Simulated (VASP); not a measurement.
The input files of a VASP run:

KPOINTS:
```
Automatic mesh
0
Gamma
6 6 6
0 0 0
```

INCAR:
```
ALGO = Normal
EDIFF = 1E-6
ENCUT = 400
GGA = PS
ISIF = 2
ISMEAR = -1
LASPH = .True.
LCHARG = .False.
LMAXMIX = 6
LREAL = .False.
LWAVE = .False.
NELM = 100
PREC = Accurate
SIGMA = 0.1
SYSTEM = LuInO3
```

File POSCAR:
```
LuInO3
7.752210
  0.5000000000   0.0000000000   0.0000000000
  0.0000000000   0.5000000000   0.0000000000
  0.0000000000   0.0000000000   0.5000000000
Lu In O
1 1 3
direct
  0.0000000000   0.0000000000   0.0000000000
  0.5000000000   0.5000000000   0.5000000000
  0.0000000000   0.5000000000   0.5000000000
  0.5000000000   0.5000000000   0.0000000000
  0.5000000000   0.0000000000   0.5000000000
```

POTCAR, in this order: Lu_3 In_d O (PBE.64 set). Program: vasp_std.

Translate this PBEsol calculation to Quantum ESPRESSO's pw.x.

One equivalent input (not run):
```
&CONTROL
  calculation = 'scf'
  pseudo_dir = './pseudo'
  outdir = './out'
  tprnfor = .true.
  tstress = .true.
/
&SYSTEM
  ibrav = 0
  nat = 5
  ntyp = 3
  ecutwfc = 100
  occupations = 'smearing'
  smearing = 'fermi-dirac'
  degauss = 0.00735
  input_dft = 'pbesol'
/
&ELECTRONS
  conv_thr = 7.3e-08
  electron_maxstep = 100
/
ATOMIC_SPECIES
  Lu 174.967 Lu.upf
  In 114.818 In.upf
  O 15.999 O.upf
CELL_PARAMETERS angstrom
     3.8761050    0.0000000    0.0000000
     0.0000000    3.8761050    0.0000000
     0.0000000    0.0000000    3.8761050
ATOMIC_POSITIONS crystal
  Lu   0.0000000  0.0000000  0.0000000
  In   0.5000000  0.5000000  0.5000000
  O    0.0000000  0.5000000  0.5000000
  O    0.5000000  0.5000000  0.0000000
  O    0.5000000  0.0000000  0.5000000
K_POINTS automatic
  6 6 6 0 0 0
```
The two are equivalent in intent, not identical: the potentials are each code's own (VASP's PAW set, PseudoDojo norm-conserving files in pw.x), so ENCUT and ecutwfc are chosen apart and not converted; conv_thr bounds pw.x's estimated SCF error, while EDIFF bounds the energy change between steps.

The structure was generated: LuInO3 was put into an ordered model structure, which need not be its known phase. The cell was not relaxed at this level.
